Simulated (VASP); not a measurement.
# A point defect in a supercell of BaAg2As2, part 3 of 4

How easily does a point defect form in BaAg2As2? The host is relaxed first, then a supercell is run with and without the defect. The start is a cell from a database of measured crystal structures.

VASP 6.6.1, plane waves and PAW; the level of theory is named at each step.

So far. Step 2 (Relaxing the host crystal): The run ended after 10 ionic steps, 0.034 eV below its first step, once forces and stress met EDIFFG = -0.02. Step 3 (The perfect supercell): The host is treated as a metal, as its relaxation found a gap under 0.3 eV or none, and only the neutral defect is run.

## (4) Reference Co

This step: SCAN, spin-polarised from a ferromagnetic start; plane waves and PAW (Co) (VASP 6.6.1).

System of this step: Co. The structure is hexagonal, space group P6_3/mmc (No. 194). Conventional cell: a = 2.510 Å, b = 2.510 Å, c = 4.071 Å, α = 90.00°, β = 90.00°, γ = 120.00°. Nearest to Co lie 12 Co at 2.50 to 2.51 Å.

The reference for Co is its crystal, relaxed at the cutoff of the large cell.

INCAR

```
SYSTEM = Co
PREC = Normal
ENCUT = 300
EDIFF = 1E-05
NELM = 120
ISMEAR = 1
SIGMA = 0.1
LREAL = Auto
ALGO = Normal
METAGGA = SCAN
LASPH = .TRUE.
NBANDS = 18
ISPIN = 2
MAGMOM = 1.7 1.7
LMAXMIX = 4
LORBIT = 11
LWAVE = .FALSE.
LCHARG = .FALSE.
KPAR = 4
IBRION = 2
NSW = 25
ISIF = 3
EDIFFG = -0.02
POTIM = 0.4
```

POSCAR

```
Co
1.0
    2.5100000000      0.0000000000      0.0000000000
   -1.2550000000      2.1737237635      0.0000000000
    0.0000000000      0.0000000000      4.0712200000
Co
2
Direct
    0.0000000000      0.0000000000      0.0000000000
    0.3333333333      0.6666666667      0.5000000000
```

KPOINTS

```
Automatic mesh
0
Gamma
12 12 7
0 0 0
```

Potentials, in the order of the species: Co (PBE family, release 64).

Run with:

```
$ mpirun -np 4 vasp_std
```

The log of the run:

```text
[banner, memory and clock lines left out]
running    4 mpi-ranks, on    1 nodes
 distrk:  each k-point on    1 cores,    4 groups
 distr:  one band on    1 cores,    1 groups

 POSCAR found type information on POSCAR Co
 POSCAR found :  1 types and       2 ions
|                                                                             |
|               ----> ADVICE to this user running VASP <----                  |
|                                                                             |
|     You have a (more or less) 'small supercell' and for smaller cells       |
|     it is recommended to use the reciprocal-space projection scheme!        |
|     The real-space optimization is not efficient for small cells and it     |
|     is also less accurate ...                                               |
|     Therefore, set LREAL=.FALSE. in the INCAR file.                         |
|                                                                             |

 [... a notice as in an earlier step ...]

 LDA part: xc-table for (None), standard interpolation
 POSCAR, INCAR and KPOINTS ok, starting setup
 FFT: planning ... GRIDC
 FFT: planning ... GRID_SOFT
 FFT: planning ... GRID
 WAVECAR not read
 entering main loop
       N       E                     dE             d eps       ncg     rms          rms(c)
DAV:   1     0.386780882849E+02    0.38678E+02   -0.54427E+03  5872   0.842E+02
DAV:   2    -0.374178117703E+02   -0.76096E+02   -0.68879E+02  5506   0.188E+02
DAV:   3    -0.398047846360E+02   -0.23870E+01   -0.23416E+01  6154   0.427E+01
DAV:   4    -0.398464842668E+02   -0.41700E-01   -0.41682E-01  7262   0.465E+00
DAV:   5    -0.398472236268E+02   -0.73936E-03   -0.73933E-03  6290   0.512E-01    0.176E+01
DAV:   6    -0.352116512420E+02    0.46356E+01   -0.17469E+01  6244   0.832E+01    0.101E+01
DAV:   7    -0.344088566060E+02    0.80279E+00   -0.20943E+00  6972   0.269E+01    0.460E+00
DAV:   8    -0.344308933198E+02   -0.22037E-01   -0.11079E-01  6328   0.279E+00    0.185E+00
DAV:   9    -0.344002451173E+02    0.30648E-01   -0.20599E-02  7406   0.158E+00    0.628E-01
DAV:  10    -0.343949039427E+02    0.53412E-02   -0.90003E-03  5826   0.102E+00    0.219E-01
DAV:  11    -0.343914305881E+02    0.34734E-02   -0.26559E-03  7126   0.749E-01    0.110E-01
DAV:  12    -0.343913976434E+02    0.32945E-04   -0.18253E-04  6494   0.135E-01    0.676E-02
DAV:  13    -0.343918155324E+02   -0.41789E-03   -0.16375E-04  6744   0.152E-01    0.389E-02
DAV:  14    -0.343918337323E+02   -0.18200E-04   -0.38381E-05  6018   0.655E-02    0.154E-02
DAV:  15    -0.343921137353E+02   -0.28000E-03   -0.16799E-05  5284   0.455E-02    0.104E-02
DAV:  16    -0.343920192068E+02    0.94528E-04   -0.29645E-06  3000   0.184E-02    0.478E-03
DAV:  17    -0.343919782088E+02    0.40998E-04   -0.33553E-07  2828   0.609E-03    0.261E-03
DAV:  18    -0.343919939783E+02   -0.15770E-04   -0.16769E-07  2820   0.479E-03    0.866E-04
DAV:  19    -0.343919956469E+02   -0.16686E-05   -0.45845E-08  2806   0.230E-03
   1 F= -.34391996E+02 E0= -.34392294E+02  d E =-.343920E+02  mag=     3.5893
 curvature:   0.00 expect dE= 0.000E+00 dE for cont linesearch  0.000E+00
 trial: gam= 0.00000 g(F)=  0.313E-41 g(S)=  0.233E+00 ort = 0.000E+00 (trialstep = 0.100E+01)
 search vector abs. value=  0.233E+00
 bond charge predicted
       N       E                     dE             d eps       ncg     rms          rms(c)
DAV:   1    -0.373825769278E+02   -0.29906E+01   -0.25019E+01  5802   0.854E+01    0.147E+01
DAV:   2    -0.346164288787E+02    0.27661E+01   -0.59729E+00  6286   0.558E+01    0.912E+00
DAV:   3    -0.344520508609E+02    0.16438E+00   -0.48968E-01  6908   0.121E+01    0.403E+00
DAV:   4    -0.344091173216E+02    0.42934E-01   -0.39613E-02  6028   0.215E+00    0.132E+00
DAV:   5    -0.343880620690E+02    0.21055E-01   -0.12962E-02  7090   0.164E+00    0.614E-01
DAV:   6    -0.343858809733E+02    0.21811E-02   -0.91257E-03  6326   0.127E+00    0.315E-01
DAV:   7    -0.343877015666E+02   -0.18206E-02   -0.11025E-03  6350   0.340E-01    0.140E-01
DAV:   8    -0.343880984261E+02   -0.39686E-03   -0.17609E-04  6124   0.143E-01    0.518E-02
DAV:   9    -0.343883261306E+02   -0.22770E-03   -0.27512E-05  6112   0.606E-02    0.241E-02
DAV:  10    -0.343883420412E+02   -0.15911E-04   -0.66201E-06  2928   0.378E-02    0.497E-03
DAV:  11    -0.343883141975E+02    0.27844E-04   -0.87483E-07  2794   0.986E-03    0.401E-03
DAV:  12    -0.343883133495E+02    0.84793E-06   -0.44725E-07  2784   0.838E-03
   2 F= -.34388313E+02 E0= -.34388341E+02  d E =0.368230E-02  mag=     3.4097
[...]
3 F= -.34446391E+02 E0= -.34446520E+02  d E =-.543956E-01  mag=     3.5537
[...]
4 F= -.34445568E+02 E0= -.34445767E+02  d E =-.535727E-01  mag=     3.5211
[...]
5 F= -.34445133E+02 E0= -.34445345E+02  d E =-.531377E-01  mag=     3.5179
[...]
6 F= -.34446231E+02 E0= -.34446399E+02  d E =-.109749E-02  mag=     3.5333
[...]
7 F= -.34446224E+02 E0= -.34446392E+02  d E =-.109063E-02  mag=     3.5332
[...]
8 F= -.34446139E+02 E0= -.34446310E+02  d E =-.100605E-02  mag=     3.5318
 curvature:  -0.41 expect dE=-0.367E-04 dE for cont linesearch -0.152E-06
 trial: gam= 0.21885 g(F)=  0.132E-43 g(S)=  0.892E-04 ort =-0.132E-04 (trialstep = 0.898E+00)
 search vector abs. value=  0.106E-03
 bond charge predicted
       N       E                     dE             d eps       ncg     rms          rms(c)
DAV:   1    -0.344465022177E+02   -0.35531E-03   -0.65116E-03  6006   0.855E-01    0.133E-01
DAV:   2    -0.344458708606E+02    0.63136E-03   -0.61754E-04  6880   0.495E-01    0.816E-02
DAV:   3    -0.344459471544E+02   -0.76294E-04   -0.69459E-05  6760   0.147E-01    0.461E-02
DAV:   4    -0.344458952149E+02    0.51939E-04   -0.10362E-05  4058   0.355E-02    0.137E-02
DAV:   5    -0.344459224675E+02   -0.27253E-04   -0.53347E-06  2834   0.263E-02    0.513E-03
DAV:   6    -0.344459105451E+02    0.11922E-04   -0.15281E-06  2760   0.144E-02    0.336E-03
DAV:   7    -0.344459085714E+02    0.19738E-05   -0.47901E-07  2758   0.743E-03
   9 F= -.34445909E+02 E0= -.34446083E+02  d E =0.230803E-03  mag=     3.5330
 trial-energy change:    0.000231  1 .order   -0.000025   -0.000078    0.000027
 step:   0.6678(harm=  0.6678)  dis= 0.00000  next Energy=   -34.446168 (dE=-0.288E-04)
 reached required accuracy - stopping structural energy minimisation
```

The job ended after 63 s (4 MPI ranks of Intel Xeon 6975P-C (Granite Rapids), shared host; peak memory 0.49 GiB).

Parts of OUTCAR (step 4):

```text
  LATTYP: Found a hexagonal cell.
 ALAT       =     2.5100000000
 C/A-ratio  =     1.6220000000

 Subroutine GETGRP returns: Found 24 space group operations
 (whereof 12 operations were pure point group operations)

The static configuration has the point symmetry D_3h.
 The point group associated with its full space group is D_6h.

 Found     76 irreducible k-points:

   k-points           NKPTS =     76   k-points in BZ     NKDIM =     76   number of bands    NBANDS=     18

   dimension x,y,z NGX =    12 NGY =   12 NGZ =   18
   dimension x,y,z NGXF=    24 NGYF=   24 NGZF=   36

   ENCUT  =  300.0 eV  22.05 Ry    4.70 a.u.   3.54  3.54  5.75*2*pi/ulx,y,z

   NELECT =      18.0000    total number of electrons

 E-fermi :  10.8485

 spin component 1
 k-point     1 :       0.0000    0.0000    0.0000
  band No.  band energies     occupation
    ...
      8       8.1375      1.00000
      9       8.1376      1.00000
     10       9.2554      1.00000
     11       9.2554      1.00000
     12      10.3761      1.00000
     13      17.2161      0.00000
     14      33.9497      0.00000
     15      37.1452      0.00000
     16      37.1459      0.00000
     17      37.1595      0.00000
    ...

 k-point     2 :       0.0833   -0.0000    0.0000
  band No.  band energies     occupation
    ...
      7       7.9219      1.00000
      8       7.9821      1.00000
      9       8.0639      1.00000
     10       8.5207      1.00000
     11       9.2852      1.00000
     12      11.4404     -0.00000
     13      17.2649      0.00000
     14      32.1225      0.00000
     15      34.6076      0.00000
     16      34.8196      0.00000
    ...

 k-point     3 :       0.1667   -0.0000    0.0000
  band No.  band energies     occupation
    ...
      7       7.9626      1.00000
      8       7.9924      1.00000
      9       8.0954      1.00000
     10       8.2245      1.00000
     11       9.3479      1.00000
     12      13.1321      0.00000
     13      17.4312      0.00000
     14      28.1173      0.00000
     15      32.2627      0.00000
     16      33.4889      0.00000
    ...

 k-point     4 :       0.2500   -0.0000    0.0000
  band No.  band energies     occupation
    ...
      7       7.8676      1.00000
      8       8.4569      1.00000
      9       8.4641      1.00000
     10       8.6585      1.00000
     11       9.4061      1.00000
     12      15.0611      0.00000
     13      17.7481      0.00000
     14      24.1753      0.00000
     15      30.0517      0.00000
     16      31.8349      0.00000
    ...

  Total        0.0168506      0.0168506     -0.0011943      0.0000000      0.0000000      0.0000000
  in kB        1.2992384      1.2992384     -0.0920868      0.0000000      0.0000000      0.0000000
  external PRESSURE =       0.8354634 kB  Pullay stress =       0.0000000 kB

  energy-cutoff  :      300.00
  volume of cell :       20.78
      direct lattice vectors                 reciprocal lattice vectors
     2.448414458 -0.000000000  0.000000000     0.408427583  0.235805775  0.000000000
    -1.224207229  2.120389120  0.000000000     0.000000000  0.471611550  0.000000000
     0.000000000 -0.000000000  4.002542279    -0.000000000 -0.000000000  0.249841208

 POSITION                                       TOTAL-FORCE (eV/Angst)
 -----------------------------------------------------------------------------------
      0.00000      0.00000      0.00000         0.000000      0.000000      0.000000
     -0.00000      1.41359      2.00127        -0.000000     -0.000000     -0.000000
 -----------------------------------------------------------------------------------
    total drift:                               -0.000000      0.000000     -0.000000

  FREE ENERGIE OF THE ION-ELECTRON SYSTEM (eV)
  ---------------------------------------------------
  free  energy   TOTEN  =       -34.4459085714 eV

  energy  without entropy=      -34.4464312340  energy(sigma->0) =      -34.44608279

 total charge
# of ion       s       p       d       tot
------------------------------------------
    1        0.533   0.602   7.234   8.369
    2        0.533   0.602   7.234   8.369
--------------------------------------------------
tot          1.065   1.204  14.468  16.737

 magnetization (x)
# of ion       s       p       d       tot
------------------------------------------
    1       -0.009  -0.074   1.900   1.818
    2       -0.009  -0.074   1.900   1.818
--------------------------------------------------
tot         -0.017  -0.147   3.801   3.636

[... 1 part as in an earlier step ...]

[... 11 further parts left out ...]
```

CONTCAR:

```
Co
   1.00000000000000
     2.4484144584849257   -0.0000000000000000    0.0000000000000000
    -1.2242072292424628    2.1203891200420468    0.0000000000000000
     0.0000000000000000   -0.0000000000000000    4.0025422790824887
  Co
     2
Direct
     0.0000000000000000    0.0000000000000000    0.0000000000000000
     0.3333333332999970    0.6666666667000030    0.5000000000000000
```

The magnetic state follows from one typed start and may not be the lowest. SCAN-type functionals tend to overstate the moments of itinerant magnets. The run keeps the 24 symmetry operations of its start, so it cannot find a distortion of lower symmetry.

Relaxation path:

```csv
step,energy less that of the first step (eV),largest force (eV/Å),pressure (GPa),volume (Å³)
1,0.0000,0.0000,-14.42,22.21
2,0.0037,0.0000,14.11,19.74
3,-0.0544,0.0000,-3.25,21.03
4,-0.0536,0.0000,0.03,20.76
5,-0.0531,0.0000,0.48,20.74
6,-0.0542,0.0000,-0.32,20.80
7,-0.0542,0.0000,-0.31,20.80
8,-0.0541,0.0000,-0.23,20.80
9,-0.0539,0.0000,0.08,20.78
```

```csv
"conventional cell, symmetrised",before,after,change
a (Å),2.510,2.448,-2.5 %
b (Å),2.510,2.448,-2.5 %
c (Å),4.071,4.003,-1.7 %
volume (Å³/atom),11.11,10.39,-6.5 %
```

Final coordinates:

```xyz
2
Lattice="2.4484 0.0000 0.0000 -1.2242 2.1204 0.0000 0.0000 0.0000 4.0025" Properties=species:S:1:pos:R:3 pbc="T T T"
Co    0.0000    0.0000    0.0000
Co    0.0000    1.4136    2.0013
```

This step gave:

* electronic cycles: 84
* electrons: 18
* free energy (TOTEN): -34.45 eV
* energy at zero smearing: -34.45 eV
* Fermi energy: 10.85 eV
* moment of the cell, from the last line of the log: 3.533 μB

Spin moment in the PAW sphere by atom:

| atom | spin moment in the PAW sphere (μB) |
| --- | --- |
| Co1 | 1.82 |
| Co2 | 1.82 |

The run ended after 9 ionic steps, 0.054 eV below its first step, once forces and stress met EDIFFG = -0.02.

Energy at zero smearing: -34.44608 eV.

[end of part 3 of 4]

[Lines on the potential files, build, host, timing and source positions are cut from VASP's logs without a mark.]

[Logs are printed without paths, hosts, clocks, repeated set-up lines and the standing remarks that a program may print on its own settings, such as how far it seeks lower states.]

[Hosts, paths, dates, database ids (printed as entryN), source tags and the programs' standing remarks are cut or masked in the printed files.]

[In band tables of VASP the shares of atoms and orbitals are scaled to a sum of 1 inside the atoms' spheres.]

[Runs that stopped without an error message from VASP are left out.]
